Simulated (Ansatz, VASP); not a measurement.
# Two plane-wave programs on CsLiCr2Te2S3

File INCAR:

```
SYSTEM = CsLiCr2Te2S3
PREC = Accurate ; ENCUT = 520
EDIFF = 1E-7 ; ISMEAR = -1
SIGMA = 0.05 ; LREAL = .False.
LASPH = .True. ; NELM = 150
ALGO = Normal ; ISIF = 2
LWAVE = .False. ; LCHARG = .False.
ISPIN = 2 ; MAGMOM = 0 0 3 3 0 0 0 0 0
LORBIT = 11 ; LMAXMIX = 4
GGA = PE ; NBANDS = 47
KPAR = 4
```

File KPOINTS:

```
regular mesh
0
Gamma
  5 5 4
  0 0 0
```

The input POSCAR:

```
CsLiCr2Te2S3
1.0
    3.3986554154     -5.1459192208      0.0077873810
    3.3986554154      5.1459192208      0.0077873810
   -2.8846187416      0.0000000000      7.3810564839
Cs Li Cr Te S
1 1 2 2 3
Direct
    0.0937400000      0.0937400000      0.0085300000
    0.5887500000      0.5887500000      0.5533600000
    0.0564600000      0.4675500000      0.5579000000
    0.4675500000      0.0564600000      0.5579000000
    0.5648600000      0.8735700000      0.2903500000
    0.8735700000      0.5648600000      0.2903500000
    0.8115100000      0.3969700000      0.7334700000
    0.3969700000      0.8115100000      0.7334700000
    0.2140400000      0.2140400000      0.4837100000
```

Contents of input.yaml:

```yaml
crystal:
  lattice:
    - [3.3986554154, -5.1459192208, 0.007787381]
    - [3.3986554154, 5.1459192208, 0.007787381]
    - [-2.8846187416, 0.0, 7.3810564839]
  atoms:
    - { symbol: Cs, position: [0.09374, 0.09374, 0.00853] }
    - { symbol: Li, position: [0.58875, 0.58875, 0.55336] }
    - { symbol: Cr, position: [0.05646, 0.46755, 0.5579], spin: 3.0 }
    - { symbol: Cr, position: [0.46755, 0.05646, 0.5579], spin: 3.0 }
    - { symbol: Te, position: [0.56486, 0.87357, 0.29035] }
    - { symbol: Te, position: [0.87357, 0.56486, 0.29035] }
    - { symbol: S, position: [0.81151, 0.39697, 0.73347] }
    - { symbol: S, position: [0.39697, 0.81151, 0.73347] }
    - { symbol: S, position: [0.21404, 0.21404, 0.48371] }
hamiltonian:
  xc: pbe
  pseudopotentials: { kind: paw }
magnetization:
  spin_polarized: true
kpoints:
  mp_grid: { grid: [5, 5, 4] }
scf:
  occupations: { method: fermi_dirac, width: 0.05 }
output:
  forces: true
  stress: true
  eigenvalues: true
```

Change from the starting cell: volume scaled by 0.98.

Alike in both runs: task single point; functional PBE; k mesh 5 × 5 × 4; occupations fermi-dirac, width 0.05 eV; collinear spin, ferromagnetic start.

|  | VASP | Ansatz |
| --- | --- | --- |
| version | VASP 6.6.1 | Ansatz 0.2.0 |
| potentials or method | VASP PAW PBE potentials, release 64 (Cs_sv, Li_sv, Cr_pv, Te, S) | Ansatz PAW |
| plane-wave cutoff (eV) | 520 | 420 |
| valence electrons in the cell | 66 | 90 |

Ansatz gave:

```
gap on the k mesh at the Fermi level (eV)                     : none
rms of the force components (eV/Å)                            : 0.069
net moment per atom (μB)                                      : 0.45
size of the moment on the site where the two differ most (μB) : 1.97
```

Estimate VASP's values.

gap on the k mesh at the Fermi level (eV): none; rms of the force components (eV/Å): 0.069; net moment per atom (μB): 0.45; size of the moment on the site where the two differ most (μB): 2.23.

Site moments also hang on the region over which each program counts them. Atom by atom the forces differ by 0.003 eV/Å (rms over components). A gap of «none» marks a metal or a gap that the smearing closes. The two sets of potentials don't hold the same shells in valence.

Caveats: only a ferromagnetic start was run, and an antiferromagnetic order may lie lower in energy. The runs have no spin-orbit coupling, so splittings on Cs, Te are missing.
